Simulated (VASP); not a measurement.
Write the native input for VASP 6.6.1 that does the following.

| Quantity | Value |
| --- | --- |
| Task | relaxation of cell and atoms |
| Functional | PBE |
| Dispersion | D3(BJ) |
| Potentials or basis | VASP PAW PBE potentials, release 64 (C) |
| Cutoff | 520 eV |
| k mesh | 15 × 15 × 6 |
| Occupations | gaussian, width 0.02 eV |
| Spin | no spin polarisation |
| Further INCAR settings | ALGO = Normal; EDIFF = 1e-07; AMIX = 0.2; IBRION = 2; EDIFFG = -0.002; NSW = 80; ISIF = 3 |

The structure of C lies in POSCAR:

```
C                                       
1.0
    2.4663194707     -0.0000000000     -0.0000000000
   -1.2331597354      2.1358953138     -0.0000000000
    0.0000000000      0.0000000000      6.7229802527
  C             
     4
Direct
     0.0000000000000000    0.0000000000000000    0.7500000000000000
     0.0000000000000000    0.0000000000000000    0.2500000000000000
     0.3333333300000021    0.6666666699999979    0.7500000000000000
     0.6666666699999979    0.3333333300000021    0.2500000000000000
```

The input as run:

INCAR

```
SYSTEM = C
PREC = Accurate ; ENCUT = 520
EDIFF = 1E-7 ; ISMEAR = 0
SIGMA = 0.02 ; LREAL = .False.
LASPH = .True. ; NELM = 60
ALGO = Normal ; ISIF = 3
LWAVE = .False. ; LCHARG = .False.
GGA = PE ; IVDW = 12
IBRION = 2 ; NSW = 80
EDIFFG = -0.002 ; AMIX = 0.2
```

KPOINTS

```
regular mesh
0
Gamma
  15 15 6
  0 0 0
```

Potentials or basis: VASP PAW PBE potentials, release 64 (C).

The run is started by

```bash
$ cat potpaw_PBE.64/C/POTCAR > POTCAR
$ mpirun -np 1 vasp_std > vasp.out
```

Results of the run:

| Item | Value |
| --- | --- |
| Pressure after relaxing | 0.0 GPa |
| Band gap on the k mesh | none (metal or under the smearing width) |
| Dispersion energy per atom | -0.156 eV |

Caveat: the relaxation stopped at its first step, so nothing moved.

Run time: 18 s on 1 thread of Intel(R) Xeon(R) 6975P-C (Granite Rapids) (shared host), peak memory 0.17 GiB.
